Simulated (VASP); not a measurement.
Data:

```yaml
crystal:
  lattice:
    - [1.60792, -2.78500, 0.00000]
    - [1.60792, 2.78500, 0.00000]
    - [0.00000, 0.00000, 5.08594]
  atoms:
    - { symbol: Hf, position: [0.33333, 0.66667, 0.25000] }
    - { symbol: Hf, position: [0.66667, 0.33333, 0.75000] }
```

Computed with vdW-DF2, VASP's PBE PAW potentials (set 64) (plane waves; VASP). Settings: 520 eV cut-off, 13×13×7 Γ-centred mesh, first-order Methfessel-Paxton smearing of 0.10 eV, potentials Hf_pv.

### Question
Give the stress tensor in GPa (positive for a compressed cell).

### Answer

```
3.43  0.00  0.00
0.00  3.43  0.00
0.00  0.00  3.38
```
The pressure is its mean diagonal, 3.41 GPa.

The compound is Hf in the hcp structure. This cell is one point of a volume scan, at 0.97 of the reference volume.
